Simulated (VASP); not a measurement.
Calculation: PBEsol GGA, VASP's PBE PAW potentials (set 64) (plane waves; VASP).

VASP ran on this input.

POSCAR:
```
Lu
1.0
  1.7282631991  -2.9934397532   0.0000000000
  1.7282631991   2.9934397532   0.0000000000
  0.0000000000   0.0000000000   5.3737035039
Lu
2
Direct
  0.3667393847   0.6332606153   0.2500000000
  0.6666670000   0.3333330000   0.7500000000
```

INCAR:
```
SYSTEM = Lu
PREC = Accurate
ENCUT = 480
EDIFF = 1E-7
NELM = 100
ALGO = Normal
LREAL = .FALSE.
LASPH = .TRUE.
ISMEAR = 1
SIGMA = 0.1
GGA = PS
LMAXMIX = 6
LWAVE = .FALSE.
LCHARG = .FALSE.
ISIF = 2
```

File KPOINTS:
```
Automatic mesh
0
G
 12 12 6
```

POTCAR, in this order: Lu_3 (PBE.64 set). Program: vasp_std.

The resulting files:

OUTCAR:
```
 ion  position               nearest neighbor table
   1  0.367  0.633  0.250-   2 3.23   2 3.23   2 3.41   2 3.41   2 3.41   2 3.41
   2  0.667  0.333  0.750-   1 3.23   1 3.23   1 3.41   1 3.41   1 3.41   1 3.41
  LATTYP: Found a hexagonal cell.
 ALAT       =     3.4565264705
 C/A-ratio  =     1.5546542316
 Subroutine PRICEL returns:
 Original cell was already a primitive cell.
 Subroutine GETGRP returns: Found  8 space group operations
The static configuration has the point symmetry C_1h.
 The point group associated with its full space group is D_2h.
The dynamic configuration has the point symmetry C_1h.
 Subroutine INISYM returns: Found  8 space group operations
 Subroutine IBZKPT returns following result:
 Found    172 irreducible k-points:

 Following reciprocal coordinates:
            Coordinates               Weight
  0.000000  0.000000  0.000000      1.000000
  0.083333 -0.000000  0.000000      4.000000
 -0.083333  0.083333  0.000000      2.000000
  0.166667  0.000000  0.000000      4.000000
 -0.166667  0.166667  0.000000      2.000000
  0.250000  0.000000  0.000000      4.000000
 -0.250000  0.250000  0.000000      2.000000
  0.333333 -0.000000  0.000000      4.000000
 -0.333333  0.333333  0.000000      2.000000
  0.416667  0.000000  0.000000      4.000000
 -0.416667  0.416667  0.000000      2.000000
  0.500000  0.000000  0.000000      2.000000
  0.500000  0.500000  0.000000      1.000000
  0.083333  0.083333  0.000000      2.000000
 -0.083333  0.166667  0.000000      4.000000
  0.166667  0.083333  0.000000      4.000000
 -0.083333  0.250000  0.000000      4.000000
 -0.250000  0.166667  0.000000      4.000000
  0.250000  0.083333  0.000000      4.000000
 -0.083333  0.333333  0.000000      4.000000
 -0.333333  0.250000  0.000000      4.000000
  0.333333  0.083333  0.000000      4.000000
 -0.083333  0.416667  0.000000      4.000000
 -0.416667  0.333333  0.000000      4.000000
  0.416667  0.083333  0.000000      4.000000
 -0.083333  0.500000  0.000000      4.000000
  0.500000  0.416667  0.000000      4.000000
  0.166667  0.166667  0.000000      2.000000
 -0.166667  0.333333  0.000000      4.000000
  0.250000  0.166667  0.000000      4.000000
 -0.166667  0.416667  0.000000      4.000000
 -0.416667  0.250000  0.000000      4.000000
  0.333333  0.166667  0.000000      4.000000
 -0.166667  0.500000  0.000000      4.000000
  0.500000  0.333333  0.000000      4.000000
  0.416667  0.166667  0.000000      4.000000
  0.416667  0.416667  0.000000      2.000000
  0.250000  0.250000  0.000000      2.000000
 -0.250000  0.500000  0.000000      4.000000
  0.333333  0.250000  0.000000      4.000000
   k-points           NKPTS =    172   k-points in BZ     NKDIM =    172   number of bands    NBANDS=     13
   number of dos      NEDOS =    301   number of ions     NIONS =      2
   total plane-waves  NPLWV =  31360
   dimension x,y,z NGX =    28 NGY =   28 NGZ =   40
   dimension x,y,z NGXF=    56 NGYF=   56 NGZF=   80
   ions per type =               2
   PREC   = accura    normal or accurate (medium, high low for compatibility)
   ISTART =      0    job   : 0-new  1-cont  2-samecut
   ICHARG =      2    charge: 1-file 2-atom 10-const
   ISPIN  =      1    spin polarized calculation?
   LNONCOLLINEAR =      F non collinear calculations
   LSORBIT =      F    spin-orbit coupling
   INIWAV =      1    electr: 0-lowe 1-rand  2-diag
   ENCUT  =  480.0 eV  35.28 Ry    5.94 a.u.   6.17  6.17  9.60*2*pi/ulx,y,z
   NELM   =    100;   NELMIN=  2; NELMDL= -5     # of ELM steps
   EDIFF  = 0.1E-06   stopping-criterion for ELM
   LREAL  =      F    real-space projection
...
```

File OSZICAR:
```
       N       E                     dE             d eps       ncg     rms          rms(c)
DAV:   1     0.418368555129E+02    0.41837E+02   -0.85434E+03  8104   0.145E+03
DAV:   2    -0.752514403063E+01   -0.49362E+02   -0.48125E+02  7647   0.701E+02
DAV:   3    -0.962303787509E+01   -0.20979E+01   -0.20067E+01  7980   0.615E+01
DAV:   4    -0.971226840392E+01   -0.89231E-01   -0.86476E-01  8209   0.900E+00
DAV:   5    -0.971495802401E+01   -0.26896E-02   -0.26875E-02  7531   0.155E+00    0.261E+01
DAV:   6    -0.970291430117E+01    0.12044E-01   -0.33016E-02  7512   0.413E+00    0.155E+01
DAV:   7    -0.970955511677E+01   -0.66408E-02   -0.61117E-02  7137   0.555E+00    0.382E-01
DAV:   8    -0.970930526704E+01    0.24985E-03   -0.40109E-03  7426   0.901E-01    0.933E-02
DAV:   9    -0.970930584293E+01   -0.57589E-06   -0.18539E-04  7590   0.216E-01    0.267E-02
DAV:  10    -0.970930252209E+01    0.33208E-05   -0.16514E-05  7900   0.630E-02    0.260E-02
DAV:  11    -0.970930267197E+01   -0.14988E-06   -0.88643E-07  7403   0.130E-02    0.340E-03
DAV:  12    -0.970930274715E+01   -0.75180E-07   -0.38308E-08  4196   0.603E-03
   1 F= -.97093027E+01 E0= -.97094199E+01  d E =0.351521E-03
```

### OUTCAR
```
------------------------ aborting loop because EDIFF is reached ----------------------------------------
  FORCE on cell =-STRESS in cart. coord.  units (eV):
  Direction    XX          YY          ZZ          XY          YZ          ZX
  --------------------------------------------------------------------------------------
  Total       -0.2743205      0.2663029      0.1427448      0.0000000     -0.0000000      0.0000000
  in kB       -7.9046873      7.6736564      4.1132660      0.0000000     -0.0000000      0.0000000
  external PRESSURE =       1.2940783 kB  Pullay stress =       0.0000000 kB
  volume of cell :       55.60
      direct lattice vectors                 reciprocal lattice vectors
     1.728263199 -2.993439753  0.000000000     0.289307786 -0.167031924  0.000000000
     1.728263199  2.993439753  0.000000000     0.289307786  0.167031924  0.000000000
     0.000000000  0.000000000  5.373703504     0.000000000  0.000000000  0.186091398
 POSITION                                       TOTAL-FORCE (eV/Angst)
 -----------------------------------------------------------------------------------
      1.72826      0.79782      1.34343         0.000000      0.386934     -0.000000
      1.72826     -0.99782      4.03028         0.000000     -0.386934      0.000000
 -----------------------------------------------------------------------------------
    total drift:                               -0.000000      0.000001      0.000000
  FREE ENERGIE OF THE ION-ELECTRON SYSTEM (eV)
  ---------------------------------------------------
  free  energy   TOTEN  =        -9.7093027471 eV

  energy  without entropy=       -9.7096542677  energy(sigma->0) =       -9.70941992
```
(Selected blocks of OUTCAR.)

### OUTCAR
```
 val. band max:        2.8764431661   @ k =   0.1667   0.0833   0.0000

 cond. band min:       2.8910870507   @ k =  -0.2500   0.1667   0.1667


 Fermi energy:         2.8843699375

 k-point     1 :       0.0000    0.0000    0.0000
  band No.  band energies     occupation
      1     -24.0545      2.00000
      2     -23.5536      2.00000
      3     -23.4953      2.00000
      4     -23.4361      2.00000
      5     -23.4152      2.00000
      6     -23.3776      2.00000
      7      -3.2778      2.00000
      8       0.4199      2.00000
      9       3.8031     -0.00000
     10       5.0389      0.00000
     11       5.2382      0.00000
     12       5.3794      0.00000
     13       5.8900      0.00000

 k-point     2 :       0.0833   -0.0000    0.0000
  band No.  band energies     occupation
      1     -24.0422      2.00000
      2     -23.5669      2.00000
      3     -23.5174      2.00000
      4     -23.4595      2.00000
      5     -23.4222      2.00000
      6     -23.3831      2.00000
      7      -3.1038      2.00000
      8       0.5923      2.00000
      9       3.6363     -0.00000
     10       4.6970     -0.00000
     11       5.2558      0.00000
     12       5.5519      0.00000
     13       5.8254      0.00000

 k-point     3 :      -0.0833    0.0833    0.0000
  band No.  band energies     occupation
      1     -24.0398      2.00000
      2     -23.5785      2.00000
      3     -23.5070      2.00000
      4     -23.4441      2.00000
      5     -23.4368      2.00000
      6     -23.3858      2.00000
      7      -3.1017      2.00000
      8       0.6018      2.00000
      9       3.6771     -0.00000
     10       4.5923     -0.00000
     11       5.4089      0.00000
     12       5.4973      0.00000
     13       5.8854      0.00000

 k-point     4 :       0.1667    0.0000    0.0000
  band No.  band energies     occupation
      1     -24.0074      2.00000
      2     -23.6195      2.00000
      3     -23.5629      2.00000
...
```

The compound is Lu in the hcp structure. This cell was strained or had an atom moved on purpose.
